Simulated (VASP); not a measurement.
# YNb (Pm-3m) in VASP: a series of runs

The runs below take YNb through relaxation of cell and atoms, with revPBE, revPBE+D2, revPBE+D3, revPBE+D3(BJ).

Program: VASP 6.6.1. These are calculated values, not measurements. Logs are shortened: lines on timing, memory, paths and dates and some standing lists are left out, and cuts for length are marked.

## 1. The crystal as given

Symmetry: Pm-3m, No. 221, cubic system. The conventional cell has a = 3.611 Å, b = 3.611 Å, c = 3.611 Å, α = 90.00°, β = 90.00°, γ = 90.00°. Y (site symmetry m-3m) has 8 Nb at 3.13 Å as nearest neighbours. Nb (site symmetry m-3m) has 8 Y at 3.13 Å as nearest neighbours.

The cell was built by a generator and needn't be a form met in nature.

## 2. Relaxation of cell and atoms, revPBE

Input file INCAR:

```
  PREC = Accurate
  ENCUT = 600
  EDIFF = 1E-6
  ISMEAR = -1
  SIGMA = 0.05
  LREAL = F
  LASPH = T
  NELM = 100
  ALGO = Fast
  ISIF = 3
  LWAVE = F
  LCHARG = F
  GGA = RE
  IBRION = 2
  NSW = 60
  EDIFFG = -0.005
```

Input file KPOINTS:

```
Automatic mesh
0
Gamma
  7 7 7
```

Input file POSCAR:

```
YNb
1.0
    3.6114100000      0.0000000000      0.0000000000
    0.0000000000      3.6114100000      0.0000000000
    0.0000000000      0.0000000000      3.6114100000
Y Nb
1 1
Direct
    0.0000000000      0.0000000000      0.0000000000
    0.5000000000      0.5000000000      0.5000000000
```

Potentials or basis: VASP PAW PBE potentials, release 64 (Y_sv, Nb_sv).

The run is started by

```sh
$ cat potpaw_PBE.64/Y_sv/POTCAR potpaw_PBE.64/Nb_sv/POTCAR > POTCAR
$ mpirun -np 1 vasp_std > vasp.out
```

OUTCAR:

```text
PREC = Accurate
   ENCUT = 600
   EDIFF = 1E-6
   ISMEAR = -1
   LREAL = F
   LASPH = T
   NELM = 100
   ISIF = 3
   GGA = RE
   IBRION = 2
   NSW = 60
   EDIFFG = -0.005

 ion  position               nearest neighbor table
   1  0.000  0.000  0.000-   2 3.13   2 3.13   2 3.13   2 3.13   2 3.13   2 3.13   2 3.13   2 3.13

   2  0.500  0.500  0.500-   1 3.13   1 3.13   1 3.13   1 3.13   1 3.13   1 3.13   1 3.13   1 3.13

  LATTYP: Found a simple cubic cell.
 ALAT       =     3.6114100000

  Lattice vectors:

 A1 = (   3.6114100000,   0.0000000000,   0.0000000000)
 A2 = (   0.0000000000,   3.6114100000,   0.0000000000)
 A3 = (   0.0000000000,   0.0000000000,   3.6114100000)

Analysis of symmetry for initial positions (statically):
=====================================================================
 Subroutine PRICEL returns:
 Original cell was already a primitive cell.

 Routine SETGRP: Setting up the symmetry group for a
 simple cubic supercell.

 Subroutine GETGRP returns: Found 48 space group operations
 (whereof 48 operations were pure point group operations)
 out of a pool of 48 trial point group operations.

The static configuration has the point symmetry O_h .

Analysis of symmetry for dynamics (positions and initial velocities):
=====================================================================
 Subroutine PRICEL returns:
 Original cell was already a primitive cell.

 Routine SETGRP: Setting up the symmetry group for a
 simple cubic supercell.

 Subroutine GETGRP returns: Found 48 space group operations
 (whereof 48 operations were pure point group operations)
 out of a pool of 48 trial point group operations.

The dynamic configuration has the point symmetry O_h .

 Subroutine INISYM returns: Found 48 space group operations
 (whereof 48 operations are pure point group operations),
 and found     1 'primitive' translations

----------------------------------------------------------------------------------------

                                     Primitive cell

  volume of cell :      47.1010

  direct lattice vectors                    reciprocal lattice vectors
     3.611410000  0.000000000  0.000000000     0.276900158  0.000000000  0.000000000
     0.000000000  3.611410000  0.000000000     0.000000000  0.276900158  0.000000000
     0.000000000  0.000000000  3.611410000     0.000000000  0.000000000  0.276900158

  length of vectors
     3.611410000  3.611410000  3.611410000     0.276900158  0.276900158  0.276900158

  position of ions in fractional coordinates (direct lattice)
     0.000000000  0.000000000  0.000000000
     0.500000000  0.500000000  0.500000000

  ion indices of the primitive-cell ions
   primitive index   ion index
                 1           1
                 2           2

----------------------------------------------------------------------------------------

 KPOINTS: Automatic mesh

Automatic generation of k-mesh.
 Grid dimensions read from file:
 generate k-points for:    7    7    7

 Generating k-lattice:

  Cartesian coordinates                     Fractional coordinates (reciprocal lattice)
     0.039557165  0.000000000  0.000000000     0.142857143  0.000000000  0.000000000
     0.000000000  0.039557165  0.000000000     0.000000000  0.142857143  0.000000000
     0.000000000  0.000000000  0.039557165     0.000000000  0.000000000  0.142857143

  Length of vectors
     0.039557165  0.039557165  0.039557165

  Shift w.r.t. Gamma in fractional coordinates (k-lattice)
     0.000000000  0.000000000  0.000000000

 Subroutine IBZKPT returns following result:
 ===========================================

 Found     20 irreducible k-points:

 Following reciprocal coordinates:
            Coordinates               Weight
  0.000000  0.000000  0.000000      1.000000
  0.142857  0.000000  0.000000      6.000000
  0.285714  0.000000  0.000000      6.000000
  0.428571  0.000000  0.000000      6.000000
  0.142857  0.142857  0.000000     12.000000
  0.285714  0.142857  0.000000     24.000000
[... 12 lines left out ...]
  0.428571  0.428571  0.285714     24.000000
  0.428571  0.428571  0.428571      8.000000
   k-points           NKPTS =     20   k-points in BZ     NKDIM =     20   number of bands    NBANDS=     16
   number of dos      NEDOS =    301   number of ions     NIONS =      2
   total plane-waves  NPLWV =  27000
   dimension x,y,z NGX =    30 NGY =   30 NGZ =   30
   dimension x,y,z NGXF=    60 NGYF=   60 NGZF=   60
   ions per type =               1   1
   NGX,Y,Z   is equivalent  to a cutoff of  13.81, 13.81, 13.81 a.u.
   NGXF,Y,Z  is equivalent  to a cutoff of  27.62, 27.62, 27.62 a.u.
 SYSTEM =  unknown system
   PREC   = accura    normal or accurate (medium, high low for compatibility)
   ISTART =      0    job   : 0-new  1-cont  2-samecut
   ICHARG =      2    charge: 1-file 2-atom 10-const
   ISPIN  =      1    spin polarized calculation?
   LNONCOLLINEAR =      F non collinear calculations
   LSORBIT =      F    spin-orbit coupling
   LASPH  =      T    aspherical Exc in radial PAW
   ENCUT  =  600.0 eV  44.10 Ry    6.64 a.u.   7.21  7.21  7.21*2*pi/ulx,y,z
   NELM   =    100;   NELMIN=  2; NELMDL= -5     # of ELM steps
   EDIFF  = 0.1E-05   stopping-criterion for ELM
   LREAL  =      F    real-space projection
   EDIFFG = -.5E-02   stopping-criterion for IOM
   NSW    =     60    number of steps for IOM
   IBRION =      2    ionic relax: 0-MD 1-quasi-New 2-CG
   NFREE  =      1    steps in history (QN), initial steepest desc. (CG)
   ISIF   =      3    stress and relaxation
   ISYM   =      2    0-nonsym 1-usesym 2-fastsym
   POTIM  = 0.5000    time-step for ionic-motion
   TEBEG  =    0.0;   TEEND  =   0.0 temperature during run
   PSTRESS=    0.0 pullay stress
   NELECT =      24.0000    total number of electrons
   NUPDOWN=      -1.0000    fix difference up-down
   EMIN   =  10.00;   EMAX   =-10.00  energy-range for DOS
   EFERMI =   0.00;   METHOD = LEGACY
   ISMEAR =    -1;   SIGMA  =   0.05  broadening in eV -4-tet -1-fermi 0-gaus
   EFERMI_NEDOS =   21; number of points for ismear=-14 and -15
   IALGO  =     68    algorithm
   IMIX   =      4    mixing-type and parameters
     AMIX     =   0.40;   BMIX     =  1.00
     AMIX_MAG =   1.60;   BMIX_MAG =  1.00
  volume/ion in A,a.u.               =      23.55       158.93
  Fermi-wavevector in a.u.,A,eV,Ry     =   1.307581  2.470969 23.262791  1.709767
  Thomas-Fermi vector in A             =   2.438306
   LORBIT       =      0    0 simple, 1 ext, 2 COOP (PROOUT), +10 PAW based schemes
   GGA     = RE    functional components
   LHFCALC =     F    Hartree Fock is set to
   AEXX    =    0.0000 exact exchange contribution
   IVDW    =     0    specifies the selected vdW correction
   LEPSILON=     F    determine dielectric tensor
   LRPA    =     F    only Hartree local field effects (RPA)
 conjugate gradient relaxation of ions
 non-spin polarized calculation
 RMM-DIIS sequential band-by-band and
  energy-cutoff  :      600.00
  volume of cell :       47.10
 maximum number of plane-waves:      1588
 NGX is ok and might be reduce to    30
   NGX = 15   NGY = 15   NGZ = 15

--------------------------------------- Ionic step        1  -------------------------------------------

 number of electron      24.0000000 magnetization

 Free energy of the ion-electron system (eV)
  ---------------------------------------------------
  ext. energy  EPLUGINS =         0.00000000
  ---------------------------------------------------
  free energy    TOTEN  =       -14.80527312 eV

  energy without entropy =      -14.77144091  energy(sigma->0) =      -14.78835701

------------------------ aborting loop because EDIFF is reached ----------------------------------------

  FORCE on cell =-STRESS in cart. coord.  units (eV):
  Direction    XX          YY          ZZ          XY          YZ          ZX
  --------------------------------------------------------------------------------------
  -------------------------------------------------------------------------------------
  Total        0.4907903      0.4907903      0.4907903      0.0000000     -0.0000000      0.0000000
  in kB       16.6946059     16.6946059     16.6946059      0.0000000     -0.0000000      0.0000000
  external PRESSURE =      16.6946059 kB  Pullay stress =       0.0000000 kB

 VOLUME and BASIS-vectors are now :
 -----------------------------------------------------------------------------
  energy-cutoff  :      600.00
  volume of cell :       47.10
      direct lattice vectors                 reciprocal lattice vectors
     3.611410000  0.000000000  0.000000000     0.276900158  0.000000000  0.000000000
     0.000000000  3.611410000  0.000000000     0.000000000  0.276900158  0.000000000
     0.000000000  0.000000000  3.611410000     0.000000000  0.000000000  0.276900158

 POSITION                                       TOTAL-FORCE (eV/Angst)
 -----------------------------------------------------------------------------------
      0.00000      0.00000      0.00000         0.000000      0.000000      0.000000
      1.80570      1.80570      1.80570         0.000000      0.000000      0.000000
 -----------------------------------------------------------------------------------
    total drift:                               -0.000000      0.000000      0.000000

  FREE ENERGIE OF THE ION-ELECTRON SYSTEM (eV)
  ---------------------------------------------------
  free  energy   TOTEN  =       -14.8052731196 eV
[... 53 lines left out ...]
 VOLUME and BASIS-vectors are now :
 -----------------------------------------------------------------------------
  energy-cutoff  :      600.00
  volume of cell :       48.02
      direct lattice vectors                 reciprocal lattice vectors
     3.634760063  0.000000000  0.000000000     0.275121324 -0.000000000 -0.000000000
     0.000000000  3.634760063  0.000000000    -0.000000000  0.275121324  0.000000000
     0.000000000 -0.000000000  3.634760063    -0.000000000  0.000000000  0.275121324

 POSITION                                       TOTAL-FORCE (eV/Angst)
 -----------------------------------------------------------------------------------
      0.00000      0.00000      0.00000        -0.000000      0.000000      0.000000
      1.81738      1.81738      1.81738         0.000000     -0.000000      0.000000
 -----------------------------------------------------------------------------------
    total drift:                                0.000000      0.000000      0.000000

  FREE ENERGIE OF THE ION-ELECTRON SYSTEM (eV)
  ---------------------------------------------------
  free  energy   TOTEN  =       -14.8096655212 eV

  energy  without entropy=      -14.7753907425  energy(sigma->0) =      -14.79252813

--------------------------------------- Ionic step        4  -------------------------------------------

 number of electron      23.9999999 magnetization

 Free energy of the ion-electron system (eV)
  ---------------------------------------------------
  ext. energy  EPLUGINS =         0.00000000
  ---------------------------------------------------
  free energy    TOTEN  =       -14.80967280 eV

  energy without entropy =      -14.77538192  energy(sigma->0) =      -14.79252736

 E-fermi :   6.2263     XC(G=0): -10.8107

 val. band max:        6.1634096181   @ k =   0.4286   0.2857   0.0000
 cond. band min:       6.2323263852   @ k =   0.4286   0.2857   0.1429
 fundamental gap:      0.0689167672
 Fermi energy:         6.2262695009

 k-point     1 :       0.0000    0.0000    0.0000
  band No.  band energies     occupation
      1     -48.4322      2.00000
      2     -35.3906      2.00000
      3     -24.4593      2.00000
      4     -24.4593      2.00000
      5     -24.4593      2.00000
      6     -15.3177      2.00000
[... 8 lines left out ...]
     15       9.9917      0.00000
     16       9.9917      0.00000

 k-point     2 :       0.1429    0.0000    0.0000
  band No.  band energies     occupation
      1     -48.4312      2.00000
      2     -35.3876      2.00000
      3     -24.4745      2.00000
      4     -24.4569      2.00000
      5     -24.4569      2.00000
      6     -15.3805      2.00000
[... 8 lines left out ...]
     15       9.4879      0.00000
     16      10.1221      0.00000
[... 353 lines left out ...]
 VOLUME and BASIS-vectors are now :
 -----------------------------------------------------------------------------
  energy-cutoff  :      600.00
  volume of cell :       48.06
      direct lattice vectors                 reciprocal lattice vectors
     3.635633480  0.000000000  0.000000000     0.275055229 -0.000000000 -0.000000000
     0.000000000  3.635633480  0.000000000    -0.000000000  0.275055229  0.000000000
     0.000000000 -0.000000000  3.635633480    -0.000000000  0.000000000  0.275055229

 POSITION                                       TOTAL-FORCE (eV/Angst)
 -----------------------------------------------------------------------------------
      0.00000      0.00000      0.00000        -0.000000      0.000000      0.000000
      1.81782      1.81782      1.81782         0.000000     -0.000000      0.000000
 -----------------------------------------------------------------------------------
    total drift:                                0.000000      0.000000      0.000000

  FREE ENERGIE OF THE ION-ELECTRON SYSTEM (eV)
  ---------------------------------------------------
  free  energy   TOTEN  =       -14.8096728009 eV

  energy  without entropy=      -14.7753819197  energy(sigma->0) =      -14.79252736

 reached required accuracy - stopping structural energy minimisation
```

Run time: 89 s. Hardware: 1 thread of Intel Xeon Platinum 8375C at 2.90GHz (Ice Lake), shared host; peak memory 0.19 GiB.

Results:

| Property | Result |
| --- | --- |
| Free energy | -14.8097 eV |
| Relaxed volume | 24.03 Å³/atom |
| Relaxed cell | a = 3.636 Å, b = 3.636 Å, c = 3.636 Å, α = 90.00°, β = 90.00°, γ = 90.00° |
| Space group after relaxing (to 0.05 Å) | Pm-3m (No. 221) |
| Energy gained by relaxing | 2.2 meV/atom |
| Ionic steps | 4 |
| Pressure after relaxing | 0.0 GPa |
| Band gap on the k mesh | none (metal or under the smearing width) |

Step by step:
| step | energy change (eV) | largest force (eV/Å) | pressure (GPa) | volume (Å³) |
| --- | --- | --- | --- | --- |
| 1 | 0.0000 | 0.0000 | 1.67 | 47.10 |
| 2 | -0.0019 | 0.0000 | -1.06 | 48.79 |
| 3 | -0.0044 | 0.0000 | 0.05 | 48.02 |
| 4 | -0.0044 | 0.0000 | 0.02 | 48.06 |

Final structure:
```
Y Nb
1.0
     3.63563    0.00000    0.00000
     0.00000    3.63563    0.00000
     0.00000    0.00000    3.63563
Y Nb
1 1
Direct
  0.00000 0.00000 0.00000
  0.50000 0.50000 0.50000
```

Caveat: the PAW data sets were made with another functional, which shifts forces and pressure a little.

## 3. Relaxation of cell and atoms, revPBE+D2

INCAR: that of step 2 with these lines changed.

```diff
@@ -13,2 +13,3 @@
   GGA = RE
+  IVDW = 1
   IBRION = 2
```

KPOINTS is that of step 2.

POSCAR is that of step 2.

Potentials or basis: VASP PAW PBE potentials, release 64 (Y_sv, Nb_sv).

The run is started by

```sh
$ cat potpaw_PBE.64/Y_sv/POTCAR potpaw_PBE.64/Nb_sv/POTCAR > POTCAR
$ mpirun -np 1 vasp_std > vasp.out
```

Run time: 81 s. Hardware: 1 thread of Intel Xeon Platinum 8375C at 2.90GHz (Ice Lake), shared host; peak memory 0.19 GiB.

The run converged. Its results:

* Free energy: -16.9401 eV
* Relaxed volume: 23.92 Å³/atom
* Relaxed cell: a = 3.630 Å, b = 3.630 Å, c = 3.630 Å, α = 90.00°, β = 90.00°, γ = 90.00°
* Space group after relaxing (to 0.05 Å): Pm-3m (No. 221)
* Energy gained by relaxing: 1.5 meV/atom
* Ionic steps: 3
* Pressure after relaxing: 0.0 GPa
* Band gap on the k mesh: none (metal or under the smearing width)
* Dispersion energy per atom: -1.065 eV

The path:
| step | energy change (eV) | largest force (eV/Å) | pressure (GPa) | volume (Å³) |
| --- | --- | --- | --- | --- |
| 1 | 0.0000 | 0.0000 | 1.43 | 47.10 |
| 2 | -0.0006 | 0.0000 | -1.07 | 48.55 |
| 3 | -0.0030 | 0.0000 | 0.03 | 47.83 |

Final structure:
```xyz
2
Lattice="3.6300 0.0000 0.0000 0.0000 3.6300 0.0000 0.0000 0.0000 3.6300" Properties=species:S:1:pos:R:3 pbc="T T T"
Y     0.0000    0.0000    0.0000
Nb    1.8150    1.8150    1.8150
```

Levels at points of the mesh, in eV from the Fermi level:
| k point | band 10 | band 11 | band 12 | band 13 | band 14 | band 15 |
| --- | --- | --- | --- | --- | --- | --- |
| (0.00, 0.00, 0.00) | -2.36 | -2.36 | 0.89 | 0.89 | 0.89 | 3.78 |

Caveat: atom-pairwise D2, TS and ULG terms overbind metals; the PAW data sets were made with another functional, which shifts forces and pressure a little; pairwise dispersion overbinds metals, which lowers pressure and volume.

[end of part 1 of 2]
